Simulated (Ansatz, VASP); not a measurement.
# Cross-check of MoS2 between VASP and Ansatz, part 2 of 2

Wanted: the spread between two codes on one cell, functional and k mesh. The cell is taken from a series of runs on this material, whose earlier steps may have relaxed, scaled, displaced or heated it; both programs get it as it stands.

VASP 6.6.1 and Ansatz 0.2.0.

So far: Set-up; VASP: zone-centre phonons, PBE with D3(BJ).

### Step 3. Ansatz: zone-centre phonons, PBE with D3(BJ)

Level of this step: Ansatz beside VASP: Kohn-Sham DFT, plane waves, PBE with D3(BJ) (Ansatz).

Ansatz runs on its default PAW (the set named soft_2) files.

The same cell, functional and mesh now go to Ansatz, which takes its cutoff from its data sets.

input.yaml

```yaml
crystal:
  lattice:
    - [3.1493488698, 0.0, 0.0]
    - [-1.5746744349, 2.7274161266, 0.0]
    - [0.0, 0.0, 12.0893232366]
  atoms:
    - { symbol: Mo, position: [0.3333333333, 0.6666666667, 0.25] }
    - { symbol: Mo, position: [0.6666666667, 0.3333333333, 0.75] }
    - { symbol: S, position: [0.3333333333, 0.6666666667, 0.6204761128] }
    - { symbol: S, position: [0.6666666667, 0.3333333333, 0.1204761128] }
    - { symbol: S, position: [0.3333333333, 0.6666666667, 0.8795238872] }
    - { symbol: S, position: [0.6666666667, 0.3333333333, 0.3795238872] }
kpoints:
  mp_grid: { grid: [9, 9, 2] }
hamiltonian:
  xc: pbe
  dispersion: d3bj
scf:
  occupations: { method: fixed }
output:
  eigenvalues: true
phonons:
  method: dfpt
```

Run with:

```console
$ ansatz run input.yaml --threads 8 --pin off --max-ram 14336MiB --backend cpu --events-out ev --progress --plain --runs-dir out
```

Numbers of over 12 decimals in the logs are rounded to 6 here.

The program printed:

```text
Engine: ansatz 0.2.0, x86_64-unknown-linux-gnu
Pseudopotentials: kind: paw
Pseudopotential: Mo, paw, valence charge 14, recommended cutoff 420 eV (normal), Mo.paw.azcp
Pseudopotential: S, paw, valence charge 6, recommended cutoff 420 eV (normal), S.paw.azcp
Functional definition: PBE
  parameter kappa = 0.804
  parameter beta = 0.066725
  exchange = pbe_x(kappa = kappa, mu = beta*pi^2/3)
  correlation = pbe_c(beta = beta)
Crystal: 6 atoms, lattice volume = 103.842 Å³
Basis set: ecut = 420 eV, 2009 PW (Γ), exchange–correlation on 48×48×180 points (8 copies of the dense FFT grid, shifted against one another)
Bands: 32, of which v1, the nominal top of the filled ones, is band 26 counted from 1 (25 counted from 0)
Symmetry: 24 space group operations
k-points: 50 of 162 (irreducible under 2 space group operations, time reversal used)
Non-local potential: Mo, projectors of the file, l = 0: 3, l = 1: 2, l = 2: 2, l = 3: 1
Non-local potential: S, projectors of the file, l = 0: 2, l = 1: 2, l = 2: 2
PAW form: soft (Blöchl's): semilocal exchange-correlation on the pseudo side does not see the compensation charge
PAW one-centre angular grid: Mo, 590 points (default); XC on 64 Gauss nodes
PAW one-centre angular grid: S, 110 points (default); XC on 64 Gauss nodes
Initial density: superposition of atomic densities (neutral atoms: chi_scale 0, normalization atom), corrected by the library's trained network
Initial wavefunctions: pseudopotential atomic-orbital guess
Functional: x = pbe(κ = 0.804, μ = 0.219515), c = pbe(β = 0.066725)
SCF iter   1: F=—  HF=-13528.084265 eV  |F-HF|=—  |Δ(HF+E_count)|=         —  Δρ=5.66e-3  dr2=9.14e-3  ethr=1.77e-3  ⟨swp⟩=5.0  Hψ=5828  notcnv=0  defer=163
preconditioner: auto → Resta (q_TF=auto, 2.431 Å⁻¹)  ε∞=8.8  [insulator: Δε(μ)=0.870 eV  Ē_g=7.840 eV  n_scr=26 (ndim 8)  ℏωp=21.9 eV  f_vac=0.009  ε∞_Penn≈8.8]
SCF iter   2: F=—  HF=-13528.093012 eV  |F-HF|=—  |Δ(HF+E_count)|=   8.75e-3  Δρ=3.24e-3  dr2=2.56e-3  ethr=1.76e-5  ⟨swp⟩=2.0  Hψ=2993  notcnv=0  defer=198
SCF iter   3: F=—  HF=-13528.097783 eV  |F-HF|=—  |Δ(HF+E_count)|=   4.77e-3  Δρ=9.21e-4  dr2=1.79e-3  ethr=4.93e-6  ⟨swp⟩=2.1  Hψ=2384  notcnv=0  defer=198
SCF iter   4: F=—  HF=-13528.097648 eV  |F-HF|=—  |Δ(HF+E_count)|=   1.35e-4  Δρ=1.24e-4  dr2=1.36e-5  ethr=3.44e-6  ⟨swp⟩=2.1  Hψ=2160  notcnv=0  defer=188
SCF iter   5: F=—  HF=-13528.097659 eV  |F-HF|=—  |Δ(HF+E_count)|=   1.07e-5  Δρ=5.22e-5  dr2=2.71e-6  ethr=2.62e-8  ⟨swp⟩=2.0  Hψ=2241  notcnv=0  defer=76
SCF iter   6: F=—  HF=-13528.097660 eV  |F-HF|=—  |Δ(HF+E_count)|=   9.31e-7  Δρ=9.46e-6  dr2=1.09e-7  ethr=5.20e-9  ⟨swp⟩=2.0  Hψ=2225  notcnv=0  defer=72
SCF iter   7: F=—  HF=-13528.097660 eV  |F-HF|=—  |Δ(HF+E_count)|=   6.64e-8  Δρ=2.22e-6  dr2=4.24e-9  ethr=2.09e-10  ⟨swp⟩=2.0  Hψ=2320  notcnv=0  defer=72
SCF iter   8: F=—  HF=-13528.097660 eV  |F-HF|=—  |Δ(HF+E_count)|=   3.48e-9  Δρ=4.40e-7  dr2=3.37e-10  ethr=8.15e-12  ⟨swp⟩=2.0  Hψ=2416  notcnv=0  defer=72
SCF iter   9: F=-13528.097660 eV  HF=-13528.097660 eV  |F-HF|=5.46e-12  |Δ(HF+E_count)|=  1.84e-10  Δρ=9.50e-8  dr2=1.84e-11  ethr=1.00e-12  ⟨swp⟩=11.8  Hψ=9819  notcnv=0
SCF 1 converged in 9 iterations: F = -13528.097660 eV  dr2 = 1.84e-11
  greatest PAW one-centre occupation: 0.998 electrons in one spin orbital (limit 2), on the Mo atom at site 1 (counted from 0), in its partial waves of l = 0
DFPT response loops at Γ: preconditioner auto → Resta (q_TF=auto, 2.431 Å⁻¹)  ε∞=8.3 (no band partly filled); β = 1.00, the filter's whole step (`scf.mixing.beta` (0.50) is not read by the response loops at its default; to damp them type it under 1.00, their step now; it binds the ground state too); Broyden in place of MSR1
SCF converged after 9 iterations
Free energy (F): -13528.097660 eV
Harris-Foulkes:  -13528.097660 eV  (|F-HF|=5.46e-12)
Internal energy: -13528.097660 eV  (E = F + TS)
E sigma→0 (E₀):  -13528.097660 eV
Fermi energy:    11.471485 eV
--- Per-component energies (eV) ---
  E_band       = -286.720508
  E_kinetic    = 1314.461910
  E_local      = -3760.349562  (includes V_loc(G=0)·N_el)
  E_nonlocal   = 398.551374
  E_hartree    = 1439.463967
  E_xc         = -758.059600
  E_vxc        = -811.467172  (∫ρ·V_xc dr)
  E_paw        = -8803.189527  (= ΣΔE_a)
  E_vpaw       = -306.844845  (= ΣTr[D̂ρ^β])
  E_aug_tail   = 0.000084  (compensation charges beyond the density's cutoff)
  E_ewald      = -3356.350506
  E_disp       = -2.625800  (pairwise vdW)
  E_smearing   = -0.000000  (= −TS)
  E_closure    = 0.000000  (closes the sum)
  Σ components = -13528.097660   (vs F -13528.097660, Δ=0.00e0)
--- Band table (eV; the first three rows and the last of 50) ---
  k-point 0: bands = [... 22 lower, 9.3082, 10.1861, 10.3645, 11.4715, 13.5512, 13.5512, 13.5868, 13.5868, ... 2 higher]
  k-point 1: bands = [... 22 lower, 9.2777, 9.2777, 11.2048, 11.2048, 13.5548, 13.5548, 13.5548, 13.5548, ... 2 higher]
  k-point 2: bands = [... 22 lower, 9.3918, 10.2062, 10.4751, 11.0725, 13.3440, 13.3753, 13.4692, 13.4858, ... 2 higher]
  k-point 49: bands = [... 22 lower, 9.2650, 9.2650, 10.0558, 10.0558, 12.8077, 12.8077, 13.4610, 13.4610, ... 2 higher]
--- Phonons (Γ-DFPT): 4 representative perturbations + reference, on 50 of 162 k-points (Σ response iterations 13) ---
  k mesh reduced under 2 symmetry operations, with k and −k counted as one. Each operation leaves every solved perturbation unchanged. A smaller set is not used because it would not reduce the number of displacements times k-points to solve
  ASR residual: 6.435e-5 → 0.000e0 eV/Å²; symmetrization residual: 5.044e-6 eV/Å²
  pairwise dispersion correction: d3bj (s6 = 1.0, s8 = 0.7875, a1 = 0.4289, a2_bohr = 4.4407), with the weights of each atom's references fixed at the reference crystal's, and the forces and stress that the weights' published response gives there kept as a pressure on the atom's counted neighbours (hamiltonian.dispersion)
  ASR residual per site (eV/Å²): 6.44e-5 6.44e-5 3.79e-5 3.79e-5 3.79e-5 3.79e-5
  Γ frequencies (cm⁻¹): 0.00 0.00 0.00 35.81 35.81 62.21 281.25 281.25 284.34 284.34 379.91 379.91 380.17 380.17 401.61 410.49 463.34 469.02
  non-analytic LO–TO correction: not included (Born effective charges unavailable; polar crystals: no LO–TO splitting at Γ)
```

The column dr2 measures how far the density is from self-consistency, as an energy; F and HF (Harris–Foulkes) agree once it is small.

### Step 4. Comparison

Known differences besides the potentials themselves: fixed occupations in Ansatz, narrow Gaussian smearing in VASP; the cutoff is 420 eV in Ansatz and 500 eV in VASP; Ansatz takes the dispersion share of the force constants at frozen C6 weights, VASP differentiates the full forces; VASP uses finite displacements, Ansatz perturbation theory. Total energies have different zeros and are not compared.

Compared:

```
                    quantity  Ansatz   VASP  difference
  optical mode 1 to 2 (cm⁻¹)    35.8   35.8         0.0
       optical mode 3 (cm⁻¹)    62.2   62.6     -0.65 %
  optical mode 4 to 5 (cm⁻¹)   281.2  280.9     +0.14 %
  optical mode 6 to 7 (cm⁻¹)   284.3  284.0     +0.13 %
  optical mode 8 to 9 (cm⁻¹)   379.9  379.5     +0.12 %
optical mode 10 to 11 (cm⁻¹)   380.2  379.7     +0.12 %
      optical mode 12 (cm⁻¹)   401.6  400.8     +0.21 %
      optical mode 13 (cm⁻¹)   410.5  409.8     +0.17 %
      optical mode 14 (cm⁻¹)   463.3  463.0     +0.07 %
      optical mode 15 (cm⁻¹)   469.0  468.6     +0.10 %
```

Modes are paired by rising frequency, not by their patterns, so a pair may set unlike modes beside each other; they are those without the splitting of longitudinal modes.

### Step 5. Results

```json
{
  "r.m.s. difference of the optical zone-centre modes, each program's sorted by frequency (zone-centre phonons, PBE with D3(BJ))": "0.45 cm⁻¹",
  "difference in optical mode 3 (zone-centre phonons, PBE with D3(BJ))": "-0.6 %"
}
```

What this shows: The r.m.s. difference of the optical zone-centre modes, each program's sorted by frequency is 0.45 cm⁻¹ (zone-centre phonons, PBE with D3(BJ)). Among the rows given in per cent, the largest difference of the zone-centre phonons, PBE with D3(BJ) pair is in optical mode 3, -0.6 %. Such differences can come from data sets, numerical settings and the points named under the comparisons, not from the functional's error against experiment.

[Lines on the potential files, build, host, timing and source positions are cut from VASP's logs without a mark.]

[Logs are printed without paths, hosts, clocks, repeated set-up lines and the standing remarks that a program may print on its own settings, such as how far it seeks lower states.]

[Hosts, paths, dates, database ids (printed as entryN), source tags and the programs' standing remarks are cut or masked in the printed files.]
